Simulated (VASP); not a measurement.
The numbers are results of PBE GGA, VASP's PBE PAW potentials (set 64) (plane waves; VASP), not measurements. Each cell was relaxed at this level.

Without a dispersion term in the relaxation, distances and binding between the weakly bound layers, chains or molecules are unreliable, and so is what depends on them.

Question: Which of these has an unstable (imaginary) mode at Γ?
(A) BeSe, F-43m (216)
(B) MoSe2, P6_3/mmc (194)
(C) NaCl, Fm-3m (225)
(D) TiO2, P4_2/mnm (136)

Answer: D, TiO2, P4_2/mnm (136). Its optical Γ-point modes are 100i, 48i (×2), 10, 151, 357 (×2), 358, 417, 429 (×2), 470 (×2), 568, 770 cm⁻¹.
